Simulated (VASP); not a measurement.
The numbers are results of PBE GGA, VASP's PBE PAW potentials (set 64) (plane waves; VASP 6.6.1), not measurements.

The input files of a VASP run:

INCAR:
```
SYSTEM = Ir
PREC = Accurate
ENCUT = 400
EDIFF = 1E-6
NELM = 100
ALGO = Normal
LREAL = .FALSE.
LASPH = .TRUE.
ISMEAR = 1
SIGMA = 0.1
GGA = PE
LMAXMIX = 6
LWAVE = .FALSE.
LCHARG = .FALSE.
ISIF = 2
AMIX = 0.1
BMIX = 3.0
IMIX = 4
```

### KPOINTS
```
Automatic mesh
0
Gamma
15 15 15
0 0 0
```

File POSCAR:
```
Ir
1.920
  0.0000000000   1.0000000000   1.0000000000
  1.0000000000   0.0000000000   1.0000000000
  1.0000000000   1.0000000000   0.0000000000
Ir
1
Cartesian
  0.0000000000   0.0000000000   0.0000000000
```

POTCAR, in this order: Ir (PBE.64 set). Program: vasp_std.

What will the output report for the number of irreducible k-points (NKPTS), number of bands (NBANDS), largest plane-wave count, number of space-group operations, FFT grid (NGX, NGY, NGZ)?

```json
{
 "number of irreducible k-points (NKPTS)": "120",
 "number of bands (NBANDS)": "8",
 "largest_plane_wave_count": "271",
 "number_of_space_group_operations": "48",
 "FFT grid (NGX, NGY, NGZ)": "18 × 18 × 18"
}
```

The compound is Ir in the fcc structure. The cell was not relaxed at this level. The run is one of a series of settings (AMIX = 0.1, BMIX = 3.0, IMIX = 4 against the base run), some of them coarse on purpose.
